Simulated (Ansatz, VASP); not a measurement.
**Al2Pt in two plane-wave programs**

Wanted: the spread between two codes on one cell, functional and k mesh.

Calculated with Ansatz 0.2.0; plane waves, with VASP 6.6.1 beside it; single point at PBEsol.

The database entry behind the starting cell differs from later determinations by our own check (0.1 to 0.3 % short, probably kX units), so it need not match the best structure at ambient conditions.

**1. Set-up**

It takes space group Fm-3m (No. 225, cubic). Conventional cell: a = 5.893 Å, b = 5.893 Å, c = 5.893 Å, α = 90.00°, β = 90.00°, γ = 90.00°. Nearest to Pt lie 8 Al at 2.55 Å. Nearest to Al lie 4 Pt at 2.55 Å. Farther neighbours are not listed.

**2. Ansatz: single point, PBEsol**

Ansatz runs on its default PAW (the set named soft_2) files.

With cell and atoms fixed, the geometry can't cause a difference; cores, projectors, grids and the points listed under the comparison can.

File input.yaml:

```yaml
crystal:
  lattice:
    - [0.0, 5.8933561788, 5.8933561788]
    - [5.8933561788, 0.0, 5.8933561788]
    - [5.8933561788, 5.8933561788, 0.0]
  atoms:
    - { symbol: Pt, position: [0.0, 0.0, 0.0] }
    - { symbol: Pt, position: [0.0, 0.0, 0.5] }
    - { symbol: Pt, position: [0.0, 0.5, 0.0] }
    - { symbol: Pt, position: [0.0, 0.5, 0.5] }
    - { symbol: Pt, position: [0.5, 0.0, 0.0] }
    - { symbol: Pt, position: [0.5, 0.0, 0.5] }
    - { symbol: Pt, position: [0.5, 0.5, 0.0] }
    - { symbol: Pt, position: [0.5, 0.5, 0.5] }
    - { symbol: Al, position: [0.375, 0.375, 0.375] }
    - { symbol: Al, position: [0.375, 0.375, 0.875] }
    - { symbol: Al, position: [0.375, 0.875, 0.375] }
    - { symbol: Al, position: [0.375, 0.875, 0.875] }
    - { symbol: Al, position: [0.875, 0.375, 0.375] }
    - { symbol: Al, position: [0.875, 0.375, 0.875] }
    - { symbol: Al, position: [0.875, 0.875, 0.375] }
    - { symbol: Al, position: [0.875, 0.875, 0.875] }
    - { symbol: Al, position: [0.125, 0.125, 0.125] }
    - { symbol: Al, position: [0.125, 0.125, 0.625] }
    - { symbol: Al, position: [0.125, 0.625, 0.125] }
    - { symbol: Al, position: [0.125, 0.625, 0.625] }
    - { symbol: Al, position: [0.625, 0.125, 0.125] }
    - { symbol: Al, position: [0.625, 0.125, 0.625] }
    - { symbol: Al, position: [0.625, 0.625, 0.125] }
    - { symbol: Al, position: [0.625, 0.625, 0.625] }
hamiltonian:
  xc: pbesol
  pseudopotentials: { kind: paw }
kpoints:
  mp_grid: { grid: [4, 4, 4] }
scf:
  occupations: { method: methfessel_paxton, width: 0.2 }
  n_extra_bands: 10
output:
  forces: true
  stress: true
  eigenvalues: true
```

The run is started by

```bash
$ ansatz run input.yaml --threads 8 --pin off --max-ram 18432MiB --backend cpu --events-out ev --progress --plain --runs-dir out
```

Numbers of over 12 decimals in the logs are rounded to 6 here.

The log of the run:

```text
scf.n_extra_bands = 10 over 96 filled bands (N_el = 192.0): the run solves 106 bands
Engine: ansatz 0.2.0, aarch64-unknown-linux-gnu
Pseudopotentials: kind: paw
Pseudopotential: Pt, paw, valence charge 18, recommended cutoff 420 eV (normal), Pt.paw.azcp
Pseudopotential: Al, paw, valence charge 3, recommended cutoff 420 eV (normal), Al.paw.azcp
Functional definition: PBEsol
  exchange = pbesol_x
  correlation = pbesol_c
Crystal: 24 atoms, lattice volume = 409.372 Å³
Basis set: ecut = 420 eV, 7943 PW (Γ), exchange–correlation on 120×120×120 points (8 copies of the dense FFT grid, shifted against one another)
Bands: 106, of which v1, the nominal top of the filled ones, is band 96 counted from 1 (95 counted from 0)
Symmetry: 384 space group operations
Space group: Fm-3m (ITA 225), of the structure as read, at distance tolerance 7.4e-5 Å
k-points: 8 of 64
Non-local potential: Pt, projectors of the file, l = 0: 3, l = 1: 2, l = 2: 2, l = 3: 1
Non-local potential: Al, projectors of the file, l = 0: 2, l = 1: 2, l = 2: 1
PAW form: soft (Blöchl's): semilocal exchange-correlation on the pseudo side does not see the compensation charge
PAW frozen core: Pt, regenerated for the run's functional, and the local potential with it (the file was generated under x = pbe(κ = 0.804, μ = 0.219515), c = pbe(β = 0.066725))
PAW frozen core: Al, regenerated for the run's functional, and the local potential with it (the file was generated under x = pbe(κ = 0.804, μ = 0.219515), c = pbe(β = 0.066725))
PAW one-centre angular grid: Pt, 590 points (default); XC on 64 Gauss nodes
PAW one-centre angular grid: Al, 110 points (default); XC on 64 Gauss nodes
Initial density: superposition of atomic densities (neutral atoms: chi_scale 0, normalization atom), corrected by the library's trained network
Initial wavefunctions: pseudopotential atomic-orbital guess
Functional: x = pbesol(κ = 0.804, μ = 0.123457), c = pbesol(β = 0.046)
SCF iter   1: F=—  HF=-107483.994080 eV  |F-HF|=—  |Δ(HF+E_count)|=         —  Δρ=2.17e-3  dr2=2.83e-2  ethr=1.77e-3  ⟨swp⟩=6.0  Hψ=3251  notcnv=0
preconditioner: auto → Kerker (q_TF=auto, 2.405 Å⁻¹)  [metal: Δε(μ)=0.096 eV  Ē_g=5.879 eV  σ=0.200 eV  W_gap=0.39  n_scr=112 (ndim 8)  ℏωp=20.8 eV  f_vac=0.000  D(μ)=13.26/eV (n_scr^D=112)]
SCF iter   2: F=—  HF=-107483.990923 eV  |F-HF|=—  |Δ(HF+E_count)|=   3.16e-3  S|Δr|=    0.00e0  Δρ=7.63e-4  dr2=2.42e-3  ethr=1.48e-5  ⟨swp⟩=2.1  Hψ=1552  notcnv=0
SCF iter   3: F=—  HF=-107483.990664 eV  |F-HF|=—  |Δ(HF+E_count)|=   2.60e-4  S|Δr|=    0.00e0  Δρ=3.39e-4  dr2=5.91e-4  ethr=1.26e-6  ⟨swp⟩=2.1  Hψ=1194  notcnv=0
SCF iter   4: F=—  HF=-107483.990603 eV  |F-HF|=—  |Δ(HF+E_count)|=   6.11e-5  S|Δr|=    0.00e0  Δρ=8.80e-5  dr2=4.91e-5  ethr=3.08e-7  ⟨swp⟩=2.0  Hψ=1246  notcnv=0
SCF iter   5: F=—  HF=-107483.991088 eV  |F-HF|=—  |Δ(HF+E_count)|=   4.86e-4  S|Δr|=    0.00e0  Δρ=2.44e-5  dr2=2.93e-6  ethr=2.56e-8  ⟨swp⟩=2.4  Hψ=1245  notcnv=0
SCF iter   6: F=—  HF=-107483.991089 eV  |F-HF|=—  |Δ(HF+E_count)|=   2.26e-7  S|Δr|=    0.00e0  Δρ=6.40e-6  dr2=2.31e-7  ethr=1.52e-9  ⟨swp⟩=2.0  Hψ=1321  notcnv=0
SCF iter   7: F=-107483.991089 eV  HF=-107483.991089 eV  |F-HF|=6.11e-10  |Δ(HF+E_count)|=   4.68e-8  S|Δr|=    0.00e0  Δρ=7.96e-7  dr2=1.83e-9  ethr=5.21e-11  ⟨swp⟩=9.6  Hψ=3425  notcnv=0
SCF 1 converged in 7 iterations: F = -107483.991089 eV  dr2 = 1.83e-9
  greatest PAW one-centre occupation: 1.000 electrons in one spin orbital (limit 2), on the Pt atom at site 7 (counted from 0), in its partial waves of l = 0
SCF converged after 7 iterations
Stability not checked: this state was not tested for a lower state beside it, because cold or Methfessel-Paxton smearing, or corrected tetrahedra, fill the levels in a way that the test cannot read (fill_not_monotonic; see scf.lower_state_search)
Free energy (F): -107483.991089 eV
Harris-Foulkes:  -107483.991089 eV  (|F-HF|=6.11e-10)
Internal energy: -107483.970485 eV  (E = F + TS)
E sigma→0 (E₀):  -107483.985938 eV
Entropy (-TS):   -0.020603 eV (-0.858 meV/atom)
Fermi energy:    11.374521 eV
--- Per-component energies (eV) ---
  E_band       = -2492.942204
  E_kinetic    = 5502.472257
  E_local      = -21559.208459  (includes V_loc(G=0)·N_el)
  E_nonlocal   = 1767.873875
  E_hartree    = 8550.711166
  E_xc         = -2730.613757
  E_vxc        = -2909.105348  (∫ρ·V_xc dr)
  E_paw        = -81808.121315  (= ΣΔE_a)
  E_vpaw       = -2396.397795  (= ΣTr[D̂ρ^β])
  E_aug_tail   = 0.001407  (compensation charges beyond the density's cutoff)
  E_ewald      = -17209.687734
  E_core_change = 2.602074  (= ΣΔE_core)
  E_smearing   = -0.020603  (= −TS)
  E_closure    = -0.000000  (closes the sum)
  Σ components = -107483.991089   (vs F -107483.991089, Δ=0.00e0)
--- Forces (eV/Å), atoms counted from 1 ---
  atom   1  Pt     0.00000000    -0.00000000     0.00000000
  atom   2  Pt     0.00000000    -0.00000000    -0.00000000
  atom   3  Pt     0.00000000    -0.00000000     0.00000000
  atom   4  Pt     0.00000000    -0.00000000     0.00000000
  atom   5  Pt     0.00000000    -0.00000000    -0.00000000
  atom   6  Pt     0.00000000    -0.00000000     0.00000000
  atom   7  Pt     0.00000000    -0.00000000     0.00000000
  atom   8  Pt     0.00000000    -0.00000000     0.00000000
  atom   9  Al    -0.00000000     0.00000000    -0.00000000
  atom  10  Al    -0.00000000     0.00000000    -0.00000000
  atom  11  Al    -0.00000000     0.00000000    -0.00000000
  atom  12  Al    -0.00000000     0.00000000    -0.00000000
  atom  13  Al     0.00000000    -0.00000000     0.00000000
  atom  14  Al     0.00000000    -0.00000000     0.00000000
  atom  15  Al     0.00000000     0.00000000     0.00000000
  atom  16  Al     0.00000000     0.00000000    -0.00000000
  atom  17  Al     0.00000000    -0.00000000     0.00000000
  atom  18  Al     0.00000000     0.00000000     0.00000000
  atom  19  Al     0.00000000    -0.00000000    -0.00000000
  atom  20  Al     0.00000000    -0.00000000     0.00000000
  atom  21  Al    -0.00000000    -0.00000000    -0.00000000
  atom  22  Al    -0.00000000    -0.00000000    -0.00000000
  atom  23  Al    -0.00000000    -0.00000000    -0.00000000
  atom  24  Al    -0.00000000    -0.00000000     0.00000000
  max |Σ_I F_I| component: 1.59e-17 eV/Å
--- Stress (GPa, compression-positive) ---
        0.218555       0.000000       0.000000
       -0.000000       0.218555       0.000000
       -0.000000      -0.000000       0.218555
  P = ⅓ Tr σ = 0.2186 GPa (2.186 kbar)
--- Band table (eV; the first three rows and the last of 8) ---
  k-point 0: bands = [... 92 lower, 9.7877, 12.4251, 12.4251, 12.4251, 12.4251, 12.4251, 12.4251, 12.4251, ... 6 higher]
  k-point 1: bands = [... 92 lower, 10.2376, 11.6856, 11.6856, 11.6856, 12.0180, 12.0180, 12.0180, 12.7976, ... 6 higher]
  k-point 2: bands = [... 92 lower, 10.5161, 10.5161, 11.1357, 11.1357, 11.1357, 11.1357, 11.1357, 11.1357, ... 6 higher]
  k-point 7: bands = [... 92 lower, 11.2292, 11.2292, 11.2292, 11.2292, 11.2420, 11.2420, 11.2420, 11.2420, ... 6 higher]
```

Wall time 6.3 s (8 threads of Arm Neoverse N1, shared host); peak memory 1.9 GiB.

The run ends at a pressure of 0.22 GPa.

**3. VASP: single point, PBEsol**

The same cell, functional, mesh and smearing now go to VASP, with its own data sets and cutoff.

Lines of VASP's logs that name or quote its potential files are left out, and so is its time.

File INCAR:

```
SYSTEM = Al2Pt
PREC = Normal
ENCUT = 300
EDIFF = 1E-05
NELM = 120
ISMEAR = 1
SIGMA = 0.2
LREAL = Auto
ALGO = Fast
GGA = PS
NBANDS = 88
LASPH = .TRUE.
LORBIT = 11
LWAVE = .FALSE.
LCHARG = .FALSE.
KPAR = 4
```

File POSCAR:

```
Al2Pt
1.0
    0.0000000000      5.8933561788      5.8933561788
    5.8933561788      0.0000000000      5.8933561788
    5.8933561788      5.8933561788      0.0000000000
Pt Al
8 16
Direct
    0.0000000000      0.0000000000      0.0000000000
    0.0000000000      0.0000000000      0.5000000000
    0.0000000000      0.5000000000      0.0000000000
    0.0000000000      0.5000000000      0.5000000000
    0.5000000000      0.0000000000      0.0000000000
    0.5000000000      0.0000000000      0.5000000000
    0.5000000000      0.5000000000      0.0000000000
    0.5000000000      0.5000000000      0.5000000000
    0.3750000000      0.3750000000      0.3750000000
    0.3750000000      0.3750000000      0.8750000000
    0.3750000000      0.8750000000      0.3750000000
    0.3750000000      0.8750000000      0.8750000000
    0.8750000000      0.3750000000      0.3750000000
    0.8750000000      0.3750000000      0.8750000000
    0.8750000000      0.8750000000      0.3750000000
    0.8750000000      0.8750000000      0.8750000000
    0.1250000000      0.1250000000      0.1250000000
    0.1250000000      0.1250000000      0.6250000000
    0.1250000000      0.6250000000      0.1250000000
    0.1250000000      0.6250000000      0.6250000000
    0.6250000000      0.1250000000      0.1250000000
    0.6250000000      0.1250000000      0.6250000000
    0.6250000000      0.6250000000      0.1250000000
    0.6250000000      0.6250000000      0.6250000000
```

File KPOINTS:

```
Automatic mesh
0
Gamma
4 4 4
0 0 0
```

PAW data sets: Pt and Al (PBE family, release 64).

The run is started by

```bash
$ mpirun -np 4 vasp_std
```

The log of the run:

```text
[banner, memory and clock lines left out]
running    4 mpi-ranks, on    1 nodes
 distrk:  each k-point on    1 cores,    4 groups
 distr:  one band on    1 cores,    1 groups

 POSCAR found type information on POSCAR PtAl
 POSCAR found :  2 types and      24 ions
|                                                                             |
|               ----> ADVICE to this user running VASP <----                  |
|                                                                             |
|     You enforced a specific xc type in the INCAR file but a different       |
|     [... a line on the potential file left out ...]
|     I HOPE YOU KNOW WHAT YOU ARE DOING!                                     |
|                                                                             |

 LDA part: xc-table for (Slater+PW92), standard interpolation
 POSCAR, INCAR and KPOINTS ok, starting setup
 FFT: planning ... GRIDC
 FFT: planning ... GRID_SOFT
 FFT: planning ... GRID
 WAVECAR not read
 entering main loop
       N       E                     dE             d eps       ncg     rms          rms(c)
DAV:   1     0.323374403771E+03    0.32337E+03   -0.38280E+04  1424   0.804E+02
DAV:   2    -0.125529832901E+03   -0.44890E+03   -0.41635E+03  1672   0.178E+02
DAV:   3    -0.146912779082E+03   -0.21383E+02   -0.20880E+02  1688   0.355E+01
DAV:   4    -0.147186429984E+03   -0.27365E+00   -0.27304E+00  1632   0.459E+00
DAV:   5    -0.147191102825E+03   -0.46728E-02   -0.46709E-02  1624   0.610E-01    0.254E+01
RMM:   6    -0.142920032570E+03    0.42711E+01   -0.21817E+01  1428   0.130E+01    0.640E+00
RMM:   7    -0.142268225784E+03    0.65181E+00   -0.13658E+00  1479   0.310E+00    0.420E+00
RMM:   8    -0.142034289235E+03    0.23394E+00   -0.36317E-01  1515   0.162E+00    0.782E-01
RMM:   9    -0.142032097964E+03    0.21913E-02   -0.88569E-02  1576   0.769E-01    0.511E-01
RMM:  10    -0.142032951200E+03   -0.85324E-03   -0.16233E-02  1577   0.347E-01    0.342E-01
RMM:  11    -0.142033652324E+03   -0.70112E-03   -0.69597E-03  1572   0.216E-01    0.113E-01
RMM:  12    -0.142033331903E+03    0.32042E-03   -0.17109E-03  1587   0.113E-01    0.529E-02
RMM:  13    -0.142033363481E+03   -0.31578E-04   -0.37212E-04  1656   0.460E-02    0.612E-02
RMM:  14    -0.142033363751E+03   -0.26991E-06   -0.48721E-05  1235   0.181E-02
   1 F= -.14203336E+03 E0= -.14202638E+03  d E =-.209411E-01
```

[end of part 1 of 2]

[Lines on the potential files, build, host, timing and source positions are cut from VASP's logs without a mark.]

[Logs are printed without paths, hosts, clocks, repeated set-up lines and the standing remarks that a program may print on its own settings, such as how far it seeks lower states.]

[Hosts, paths, dates, database ids (printed as entryN), source tags and the programs' standing remarks are cut or masked in the printed files.]
